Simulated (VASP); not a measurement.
These are PBE GGA with D3 dispersion (zero damping), VASP's PBE PAW potentials (set 64) (plane waves; VASP) values and carry that method's errors.

VASP ran on this input.

POSCAR:
```
SiC
1
    1.5407707378    -2.6686929567     0.0000000000
    1.5407707378     2.6686929567     0.0000000000
    0.0000000000     0.0000000000     5.0589624414
Si C
2 2
Direct
  0.6666670000   0.3333330000   0.4995660013
  0.3333330000   0.6666670000   0.9995660013
  0.6666670000   0.3333330000   0.8754339987
  0.3333330000   0.6666670000   0.3754339987
```

KPOINTS:
```
k-points along high-symmetry lines
10
Line-mode
Reciprocal
  0.000000   0.000000   0.000000 ! GAMMA
  0.000000   0.500000   0.000000 ! M

  0.000000   0.500000   0.000000 ! M
 -0.333333   0.666667   0.000000 ! K

 -0.333333   0.666667   0.000000 ! K
  0.000000   0.000000   0.000000 ! GAMMA

  0.000000   0.000000   0.000000 ! GAMMA
  0.000000   0.000000   0.500000 ! A

  0.000000   0.000000   0.500000 ! A
  0.000000   0.500000   0.500000 ! L

  0.000000   0.500000   0.500000 ! L
 -0.333333   0.666667   0.500000 ! H

 -0.333333   0.666667   0.500000 ! H
  0.000000   0.000000   0.500000 ! A

  0.000000   0.500000   0.500000 ! L
  0.000000   0.500000   0.000000 ! M

 -0.333333   0.666667   0.500000 ! H
 -0.333333   0.666667   0.000000 ! K
```

**INCAR**
```
SYSTEM  =  SiC
PREC  =  Accurate; ENCUT  =  520; LREAL  =  .False.
LASPH  =  .True.; ICHARG  =  11
EDIFF  =  1E-7; NELM  =  100; ALGO  =  Normal
ISMEAR  =  0; SIGMA  =  0.05
GGA  =  PE; IVDW  =  11
LWAVE  =  .False.; LCHARG  =  .False.; LORBIT  =  11
```

POTCAR, in this order: Si C (PBE.64 set). Program: vasp_std. Read from the step before: CHGCAR.

Output

File OUTCAR:
```
 ion  position               nearest neighbor table
   1  0.667  0.333  0.500-   4 1.89   4 1.89   4 1.89   3 1.90   2 3.09   2 3.09   2 3.09   2 3.09
                             2 3.09   2 3.09
   2  0.333  0.667  1.000-   3 1.89   3 1.89   3 1.89   4 1.90   1 3.09   1 3.09   1 3.09   1 3.09
                             1 3.09   1 3.09
   3  0.667  0.333  0.875-   2 1.89   2 1.89   2 1.89   1 1.90
   4  0.333  0.667  0.375-   1 1.89   1 1.89   1 1.89   2 1.90
  LATTYP: Found a hexagonal cell.
 ALAT       =     3.0815412643
 C/A-ratio  =     1.6416987499
 Subroutine PRICEL returns:
 Original cell was already a primitive cell.
 Subroutine GETGRP returns: Found 12 space group operations
The static configuration has the point symmetry C_3v.
 The point group associated with its full space group is C_6v.
The dynamic configuration has the point symmetry C_3v.
 Subroutine INISYM returns: Found 12 space group operations
   k-points           NKPTS =     90   k-points in BZ     NKDIM =     90   number of bands    NBANDS=     12
   number of dos      NEDOS =    301   number of ions     NIONS =      4
   total plane-waves  NPLWV =  23040
   dimension x,y,z NGX =    24 NGY =   24 NGZ =   40
   dimension x,y,z NGXF=    48 NGYF=   48 NGZF=   80
   ions per type =               2   2
   PREC   = accura    normal or accurate (medium, high low for compatibility)
   ISTART =      0    job   : 0-new  1-cont  2-samecut
   ICHARG =     11    charge: 1-file 2-atom 10-const
   ISPIN  =      1    spin polarized calculation?
   LNONCOLLINEAR =      F non collinear calculations
   LSORBIT =      F    spin-orbit coupling
   INIWAV =      1    electr: 0-lowe 1-rand  2-diag
   ENCUT  =  520.0 eV  38.22 Ry    6.18 a.u.   5.73  5.73  9.41*2*pi/ulx,y,z
   NELM   =    100;   NELMIN=  2; NELMDL= -5     # of ELM steps
   EDIFF  = 0.1E-06   stopping-criterion for ELM
   LREAL  =      F    real-space projection
   NLSPLINE    = F    spline interpolate recip. space projectors
   LMAXMIX     =    2 max onsite mixed and CHGCAR
   VOSKOWN=      0    Vosko Wilk Nusair interpolation
   EDIFFG = 0.1E-05   stopping-criterion for IOM
   NSW    =      0    number of steps for IOM
   NBLOCK =      1;   KBLOCK =      1    inner block; outer block
   IBRION =     -1    ionic relax: 0-MD 1-quasi-New 2-CG
   NFREE  =      0    steps in history (QN), initial steepest desc. (CG)
   ISIF   =      2    stress and relaxation
   ISYM   =      2    0-nonsym 1-usesym 2-fastsym
   TEIN   =    0.0    initial temperature
   TEBEG  =    0.0;   TEEND  =   0.0 temperature during run
   SMASS  =  -3.00    Nose mass-parameter (am)
   PSTRESS=    0.0 pullay stress
   NELECT =      16.0000    total number of electrons
   EFERMI =   0.00;   METHOD = LEGACY
   ISMEAR =     0;   SIGMA  =   0.05  broadening in eV -4-tet -1-fermi 0-gaus
   IALGO  =     38    algorithm
   LDIAG  =      T    sub-space diagonalisation (order eigenvalues)
   IMIX   =      4    mixing-type and parameters
     AMIX     =   0.40;   BMIX     =  1.00
     AMIX_MAG =   1.60;   BMIX_MAG =  1.00
     AMIN     =   0.10
   GGA     = PE    functional components
   VOSKOWN =     0    Vosko Wilk Nusair interpolation
   LHFCALC =     F    Hartree Fock is set to
   LHFONE  =     F    Hartree Fock one center treatment
   AEXX    =    0.0000 exact exchange contribution
   IVDW    =    11    specifies the selected vdW correction
   LEPSILON=     F    determine dielectric tensor
   LRPA    =     F    only Hartree local field effects (RPA)
  energy-cutoff  :      520.00
  volume of cell :       41.60
      direct lattice vectors                 reciprocal lattice vectors
     1.540770738 -2.668692957  0.000000000     0.324512913 -0.187357635  0.000000000
     1.540770738  2.668692957  0.000000000     0.324512913  0.187357635  0.000000000
     0.000000000  0.000000000  5.058962441     0.000000000  0.000000000  0.197668991
 k-point     1 :   0.0000 0.0000 0.0000  plane waves:    1099
 k-point     2 :   0.0000 0.0556 0.0000  plane waves:    1108
 k-point     3 :   0.0000 0.1111 0.0000  plane waves:    1116
 k-point     4 :   0.0000 0.1667 0.0000  plane waves:    1114
...
```

OSZICAR:
```
       N       E                     dE             d eps       ncg     rms          rms(c)
DAV:   1     0.344062906690E+02    0.34406E+02   -0.73281E+03  2160   0.119E+03
DAV:   2    -0.260944065383E+02   -0.60501E+02   -0.55359E+02  3172   0.177E+02
DAV:   3    -0.287483247484E+02   -0.26539E+01   -0.26317E+01  2796   0.365E+01
DAV:   4    -0.287815476130E+02   -0.33223E-01   -0.33184E-01  2620   0.460E+00
DAV:   5    -0.287822328639E+02   -0.68525E-03   -0.68466E-03  2740   0.585E-01
DAV:   6    -0.287822555906E+02   -0.22727E-04   -0.22725E-04  2652   0.936E-02
DAV:   7    -0.287822563428E+02   -0.75218E-06   -0.75241E-06  2732   0.156E-02
DAV:   8    -0.287822563792E+02   -0.36457E-07   -0.36459E-07  2172   0.277E-03
   1 F= -.29358791E+02 E0= -.29358791E+02  d E =-.370266E-16
```

**OUTCAR**
```
 val. band max:        8.1943130510   @ k =   0.0000   0.0000   0.0000

 cond. band min:      10.4799516923   @ k =  -0.3333   0.6667   0.0000



 k-point     1 :       0.0000    0.0000    0.0000
  band No.  band energies     occupation
      1      -7.3288      2.00000
      2      -3.7866      2.00000
      3      -0.4697      2.00000
      4       6.8820      2.00000
      5       6.8821      2.00000
      6       8.0834      2.00000
      7       8.1943      2.00000
      8       8.1943      2.00000
      9      12.9549      0.00000
     10      14.3376      0.00000
     11      14.8285      0.00000
     12      14.8285      0.00000

 k-point     2 :       0.0000    0.0556    0.0000
  band No.  band energies     occupation
      1      -7.2754      2.00000
      2      -3.7409      2.00000
      3      -0.4205      2.00000
      4       6.5598      2.00000
      5       6.7843      2.00000
      6       7.9725      2.00000
      7       8.0589      2.00000
      8       8.1659      2.00000
      9      13.1806      0.00000
     10      14.3541      0.00000
     11      14.7883      0.00000
     12      14.9430      0.00000

 k-point     3 :       0.0000    0.1111    0.0000
  band No.  band energies     occupation
      1      -7.1158      2.00000
      2      -3.6054      2.00000
      3      -0.2745      2.00000
      4       5.7527      2.00000
      5       6.5308      2.00000
      6       7.4119      2.00000
      7       7.9361      2.00000
      8       8.0706      2.00000
      9      13.4213      0.00000
     10      14.4404      0.00000
     11      14.9411      0.00000
     12      15.2486      0.00000

 k-point     4 :       0.0000    0.1667    0.0000
  band No.  band energies     occupation
      1      -6.8519      2.00000
      2      -3.3856      2.00000
      3      -0.0374      2.00000
      4       4.7162      2.00000
      5       6.1977      2.00000
      6       6.6172      2.00000
      7       7.7240      2.00000
...
```

The density is held fixed in this step, so its total energy and stress have no physical meaning.

The compound is SiC in the wurtzite structure, the rare 2H polytype. It was relaxed first.
